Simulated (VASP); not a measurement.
```
Ba
1.0
   -2.56020     2.56020     2.56020
    2.56020    -2.56020     2.56020
    2.56020     2.56020    -2.56020
Ba
1
Direct
  0.00000   0.00000   0.00000
```

All values below come from PBE GGA, VASP's PBE PAW potentials (set 64) (plane waves; VASP 6.6.1). Settings: 400 eV cut-off, 9×9×9 Γ-centred mesh, Fermi-Dirac smearing of 0.30 eV, potentials Ba_sv.

Unless said otherwise, spin-orbit coupling is left out, though it shifts the bands of the heavy elements here.

Task: Predict the energy per atom (σ→0), band gap (on the k-mesh) with the smallest direct gap where there is one.

Result: 
| Item | Value |
|---|---|
| band gap (on the k-mesh) | none (metal, semimetal or under 0.01 eV) |
| energy per atom (σ→0) | -1.887 eV/atom |

Only differences to runs with the same potentials and settings are physical.

The compound is Ba in the bcc structure. The cell was not relaxed at this level. The run is one of a series of settings (ISMEAR = -1, SIGMA = 0.3 against the base run), some of them coarse on purpose.
